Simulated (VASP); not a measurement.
# MnTeS: structure and properties in VASP, part 4 of 9

Wanted: the relaxed cell of MnTeS and its properties. The cell is invented: it takes the structure of a Materials Project entry for TiTeS (space group 156 there), with some of its atoms replaced by other elements, volume scaled by an estimate. It may not be a known or stable phase.

VASP 6.6.1, plane waves and PAW; the level of theory is named at each step.

Still holding for the runs below: The cell holds one magnetic atom, so no antiferromagnetic order fits into it. The k-mesh is coarse for a metal.

So far, moment of the cell, from the last line of the log (μB): step 2 (rough relaxation of the start cell) 4.12; step 3 (full relaxation (PBEsol + U)) 3.57; step 4 (second relaxation) 3.52.

### 5. Single point with fields (PBEsol + U)

Level of this step: PBEsol, DFT+U (Mn d 5.3 eV), spin-polarised from a ferromagnetic start (one magnetic atom a cell); plane waves and PAW (Te, Mn_pv, S); invented cell (VASP).

The relaxed cell gets a fresh self-consistent run, on a basis set for its own volume, to fix the density and to check the remaining stress.

INCAR reads:

```
SYSTEM = MnTeS
PREC = Accurate
ENCUT = 400
EDIFF = 1E-06
NELM = 100
ISMEAR = 0
SIGMA = 0.05
LREAL = .FALSE.
ALGO = Normal
GGA = PS
NBANDS = 20
ISPIN = 2
MAGMOM = 0 4 0
LDAU = .TRUE.
LDAUTYPE = 2
LDAUL = -1 2 -1
LDAUU = 0 5.3 0
LDAUJ = 0 0 0
LDAUPRINT = 1
LASPH = .TRUE.
LMAXMIX = 4
LORBIT = 11
LWAVE = .FALSE.
LCHARG = .TRUE.
ISIF = 2
LELF = .TRUE.
LVHAR = .TRUE.
```

POSCAR reads:

```
MnTeS
1.0
    3.7305807492      0.0000000167      0.0000000000
   -1.8652898446      3.2307772556      0.0000000000
    0.0000000000      0.0000000000      5.4074965999
Te Mn S
1 1 1
Direct
    0.0000000000      0.0000000000      0.7020784953
    0.3333333300      0.6666666700      0.0408115017
    0.6666666700      0.3333333300      0.2571090030
```

KPOINTS reads:

```
Automatic mesh
0
Gamma
6 6 4
0 0 0
```

PAW data sets: Te, Mn_pv and S (PBE family, release 64).

Launch:

```
> mpirun -np 1 vasp_std
```

The log of the run:

```text
[... set-up lines as in an earlier step ...]
 entering main loop
       N       E                     dE             d eps       ncg     rms          rms(c)
DAV:   1     0.145216905542E+03    0.14522E+03   -0.11548E+04  2176   0.980E+02
DAV:   2    -0.620363509301E+01   -0.15142E+03   -0.14599E+03  2028   0.260E+02
DAV:   3    -0.157351800141E+02   -0.95315E+01   -0.93462E+01  2220   0.677E+01
DAV:   4    -0.159137711850E+02   -0.17859E+00   -0.17831E+00  2196   0.982E+00
DAV:   5    -0.159172962169E+02   -0.35250E-02   -0.35249E-02  2252   0.151E+00    0.153E+01
DAV:   6    -0.178007594145E+02   -0.18835E+01   -0.66296E+01  2048   0.642E+01    0.246E+01
DAV:   7    -0.153383083624E+02    0.24625E+01   -0.18247E+01  2124   0.377E+01    0.815E+00
DAV:   8    -0.157660091892E+02   -0.42770E+00   -0.20497E+00  2516   0.903E+00    0.524E+00
DAV:   9    -0.156341174126E+02    0.13189E+00   -0.11765E+00  2536   0.859E+00    0.370E+00
DAV:  10    -0.157925637300E+02   -0.15845E+00   -0.15224E-01  2264   0.400E+00    0.197E+00
DAV:  11    -0.158260805497E+02   -0.33517E-01   -0.61683E-02  2412   0.206E+00    0.707E-01
DAV:  12    -0.158273504202E+02   -0.12699E-02   -0.10852E-02  2380   0.674E-01    0.262E-01
DAV:  13    -0.158274918689E+02   -0.14145E-03   -0.14406E-03  2104   0.351E-01    0.124E-01
DAV:  14    -0.158274991981E+02   -0.73292E-05   -0.13859E-04  2364   0.842E-02    0.523E-02
DAV:  15    -0.158275007717E+02   -0.15736E-05   -0.10111E-05  2204   0.217E-02    0.306E-02
DAV:  16    -0.158275077699E+02   -0.69982E-05   -0.35913E-05  2372   0.469E-02    0.104E-02
DAV:  17    -0.158275081136E+02   -0.34370E-06   -0.15925E-06  1648   0.988E-03
   1 F= -.15827508E+02 E0= -.15827150E+02  d E =-.716887E-03  mag=     3.5246
```

Elapsed: 30 s, on 1 MPI rank of Intel Xeon 6975P-C (Granite Rapids), shared host; peak memory 0.19 GiB.

Parts of OUTCAR (step 5):

```text
   ENCUT  =  400.0 eV  29.40 Ry    5.42 a.u.   6.08  6.08  8.82*2*pi/ulx,y,z

   NELECT =      25.0000    total number of electrons

atom =   2  type =  2  l = 2

 onsite density matrix

spin component  1

  0.9200 -0.0000 -0.0000  0.0196  0.0000
 -0.0000  0.9000 -0.0000  0.0000  0.0196
 -0.0000 -0.0000  0.9291 -0.0000 -0.0000
  0.0196  0.0000 -0.0000  0.9000  0.0000
  0.0000  0.0196 -0.0000  0.0000  0.9200

spin component  2

  0.0642  0.0000 -0.0000 -0.0519  0.0000
  0.0000  0.0949  0.0000  0.0000 -0.0519
 -0.0000  0.0000  0.0271  0.0000 -0.0000
 -0.0519  0.0000  0.0000  0.0949 -0.0000
  0.0000 -0.0519 -0.0000 -0.0000  0.0642

 occupancies and eigenvectors

  o =  0.0254  v =  0.0000  0.0000  0.0000  0.0000  0.0000 -0.3470  0.5392  0.0000 -0.2591  0.7222      0.0000  0.0000  0.0000  0.0000  0.0000  0.0000  0.0000  0.0000  0.0000  0.0000
  o =  0.0254  v =  0.0000  0.0000  0.0000  0.0000  0.0000 -0.7222 -0.2591 -0.0000 -0.5392 -0.3470      0.0000  0.0000  0.0000  0.0000  0.0000  0.0000  0.0000  0.0000  0.0000  0.0000
  o =  0.0271  v =  0.0000  0.0000  0.0000  0.0000  0.0000  0.0000  0.0000 -1.0000  0.0000  0.0000      0.0000  0.0000  0.0000  0.0000  0.0000  0.0000  0.0000  0.0000  0.0000  0.0000
  o =  0.1337  v =  0.0000  0.0000  0.0000  0.0000  0.0000  0.2591  0.7222  0.0000 -0.3470 -0.5392      0.0000  0.0000  0.0000  0.0000  0.0000  0.0000  0.0000  0.0000  0.0000  0.0000
  o =  0.1337  v =  0.0000  0.0000  0.0000  0.0000  0.0000 -0.5392  0.3470  0.0000  0.7222 -0.2591      0.0000  0.0000  0.0000  0.0000  0.0000  0.0000  0.0000  0.0000  0.0000  0.0000
  o =  0.8880  v = -0.2262 -0.7686  0.0000  0.3693  0.4708  0.0000  0.0000  0.0000  0.0000  0.0000      0.0000  0.0000  0.0000  0.0000  0.0000  0.0000  0.0000  0.0000  0.0000  0.0000
  o =  0.8880  v = -0.4708  0.3693 -0.0000  0.7686 -0.2262  0.0000  0.0000  0.0000  0.0000  0.0000      0.0000  0.0000  0.0000  0.0000  0.0000  0.0000  0.0000  0.0000  0.0000  0.0000
  o =  0.9291  v = -0.0000 -0.0000 -1.0000 -0.0000 -0.0000  0.0000  0.0000  0.0000  0.0000  0.0000      0.0000  0.0000  0.0000  0.0000  0.0000  0.0000  0.0000  0.0000  0.0000  0.0000
  o =  0.9321  v =  0.3694 -0.4708  0.0000  0.2262 -0.7686  0.0000  0.0000  0.0000  0.0000  0.0000      0.0000  0.0000  0.0000  0.0000  0.0000  0.0000  0.0000  0.0000  0.0000  0.0000
  o =  0.9321  v =  0.7686  0.2262 -0.0001  0.4708  0.3693  0.0000  0.0000  0.0000  0.0000  0.0000      0.0000  0.0000  0.0000  0.0000  0.0000  0.0000  0.0000  0.0000  0.0000  0.0000

 E-fermi :   6.1778

 spin component 1
 k-point     1 :       0.0000    0.0000    0.0000
  band No.  band energies     occupation
    ...
      9       1.3554      1.00000
     10       1.3554      1.00000
     11       2.2219      1.00000
     12       6.0640      0.99935
     13       6.0640      0.99935
     14       7.5612      0.00000
     15       7.5612      0.00000
     16       7.7311      0.00000
     17      10.1080      0.00000
     18      12.1507      0.00000
    ...

 k-point     2 :       0.1667   -0.0000    0.0000
  band No.  band energies     occupation
    ...
     10       1.3673      1.00000
     11       2.2819      1.00000
     12       4.5187      1.00000
     13       5.4541      1.00000
     14       6.1210      0.94571
     15       7.6757      0.00000
     16       7.7418      0.00000
     17      11.1688      0.00000
     18      12.4936      0.00000
     19      13.6283      0.00000
    ...

  Total       -0.0114158     -0.0114158     -0.0236220     -0.0000000      0.0000000     -0.0000000
  in kB       -0.2806312     -0.2806311     -0.5806952     -0.0000000      0.0000000     -0.0000000
  external PRESSURE =      -0.3806525 kB  Pullay stress =       0.0000000 kB

 POSITION                                       TOTAL-FORCE (eV/Angst)
 -----------------------------------------------------------------------------------
      0.00000      0.00000      3.79649        -0.000000     -0.000000      0.008289
      0.00000      2.15385      0.22069         0.000000      0.000000     -0.008880
      1.86529      1.07693      1.39032        -0.000000     -0.000000      0.000592
 -----------------------------------------------------------------------------------
    total drift:                                0.000004     -0.000004     -0.000504

  FREE ENERGIE OF THE ION-ELECTRON SYSTEM (eV)
  ---------------------------------------------------
  free  energy   TOTEN  =       -15.8275081136 eV

  energy  without entropy=      -15.8267912261  energy(sigma->0) =      -15.82714967

[... 3 parts as in an earlier step ...]

[... 19 further parts left out ...]
```

With spin, VASP writes an ELF for each channel.

This step gave:

| Quantity | Value |
| --- | --- |
| SCF cycles | 17 |
| pressure | -0.03807 GPa |

Valence electrons inside each PAW sphere by angular momentum. Sphere charges, by row:

```csv
atom,s (e),p (e),d (e),tot (e)
Te1,1.419,1.848,0.039,3.306
Mn2,0.277,6.239,4.894,11.41
S3,1.35,2.32,0,3.67
```

Spin density in the ac plane at fractional y = 0.000, with atoms of Te within 0.2 Å of it.

Ten even steps from '_' (-0.07 e/Å³) to '@' (0.10 e/Å³), each cell a mean:
```
..::::--==**##%%##++==--::..
____..::--++****++==--::..__
______..::--======--::..____
::..____..::--==--::..____::
##==..__..::------::..__::++
@@**::__..::------::..__--##
##++..__..::------::..__::++
::..____::--------::..____..
______..::----==----::..____
__....::----======----::..__
::::------==========------::
--------====------====------
--========----------========
========--------------======
========--------------======
============------==========
============================
--======++****##**++++======
----====++##%%@@%%**++====--
------==++##@@@@%%**++==----
```
Columns run along a (3.7 Å), rows up along c (5.4 Å). Atoms in or near the plane, at fractional coordinates: Te at (0.00, 0.70).

ELF of up spins in the ac plane at fractional y = 0.000, with atoms of Te within 0.2 Å of it. It is the smooth field of the valence electrons, not physical close to the nuclei.

Values, 20 rows by 14 columns, each cell a mean:
```
0.44 0.43 0.37 0.29 0.23 0.18 0.16 0.16 0.16 0.19 0.24 0.32 0.39 0.43
0.64 0.64 0.59 0.47 0.34 0.23 0.18 0.17 0.19 0.26 0.37 0.52 0.61 0.64
0.76 0.77 0.76 0.68 0.52 0.34 0.22 0.20 0.25 0.38 0.56 0.71 0.76 0.76
0.77 0.79 0.82 0.79 0.68 0.46 0.27 0.22 0.31 0.52 0.71 0.81 0.81 0.79
0.72 0.77 0.82 0.83 0.76 0.54 0.29 0.23 0.35 0.61 0.78 0.84 0.81 0.75
0.70 0.76 0.83 0.85 0.78 0.57 0.28 0.20 0.35 0.64 0.80 0.85 0.82 0.74
0.77 0.80 0.85 0.85 0.78 0.53 0.23 0.16 0.31 0.61 0.80 0.86 0.84 0.79
0.85 0.86 0.87 0.84 0.72 0.43 0.17 0.12 0.23 0.52 0.75 0.86 0.87 0.86
0.88 0.88 0.86 0.76 0.56 0.29 0.13 0.10 0.16 0.35 0.61 0.81 0.86 0.88
0.84 0.82 0.76 0.57 0.35 0.19 0.13 0.12 0.14 0.22 0.39 0.64 0.78 0.83
0.62 0.56 0.43 0.27 0.19 0.20 0.25 0.27 0.23 0.19 0.20 0.31 0.47 0.58
0.28 0.24 0.18 0.16 0.21 0.33 0.45 0.49 0.42 0.30 0.20 0.16 0.20 0.25
0.08 0.08 0.09 0.17 0.33 0.53 0.65 0.68 0.62 0.48 0.29 0.14 0.09 0.08
0.03 0.04 0.08 0.23 0.45 0.64 0.74 0.76 0.72 0.60 0.40 0.17 0.07 0.04
0.02 0.04 0.09 0.27 0.47 0.65 0.74 0.76 0.72 0.61 0.43 0.20 0.07 0.03
0.03 0.04 0.10 0.24 0.40 0.54 0.62 0.64 0.61 0.51 0.37 0.19 0.08 0.04
0.03 0.05 0.10 0.20 0.30 0.37 0.41 0.41 0.40 0.36 0.28 0.16 0.08 0.04
0.05 0.06 0.10 0.16 0.20 0.22 0.22 0.22 0.22 0.22 0.20 0.14 0.09 0.06
0.09 0.10 0.12 0.15 0.17 0.16 0.17 0.17 0.17 0.16 0.17 0.14 0.12 0.10
0.20 0.19 0.18 0.18 0.17 0.16 0.16 0.16 0.16 0.16 0.17 0.18 0.19 0.19
```
Columns run along a (3.7 Å), rows up along c (5.4 Å). Atoms in or near the plane, at fractional coordinates: Te at (0.00, 0.70).

Electrostatic potential energy in the ac plane at fractional y = 0.000, with atoms of Te within 0.2 Å of it. With pseudopotentials it is smooth inside the atoms' cores, unlike the true potential.

Ten even steps from '0' (-90 eV) to '9' (4 eV), each cell a mean:
```
99999999999999
88999999999998
56789999999875
12479999998631
00268999998410
00158999998300
00158999998410
01479999998631
45789999999865
88899999999988
99999999999999
99999999999999
99999999999999
99999999999999
99999999999999
99999999999999
99999999999999
99999999999999
99999999999999
99999999999999
```
Columns run along a (3.7 Å; values clipped at the 3rd and 97th percentile), rows up along c (5.4 Å). Atoms in or near the plane, at fractional coordinates: Te at (0.00, 0.70).

In this run the pressure is -0.04 GPa, small enough to go on.

[end of part 4 of 9]

[Lines on the potential files, build, host, timing and source positions are cut from VASP's logs without a mark.]

[Logs are printed without paths, hosts, clocks, repeated set-up lines and the standing remarks that a program may print on its own settings, such as how far it seeks lower states.]

[Hosts, paths, dates, database ids (printed as entryN), source tags and the programs' standing remarks are cut or masked in the printed files.]

[A measured line is paired with the nearest computed mode of its activity, which favours agreement.]
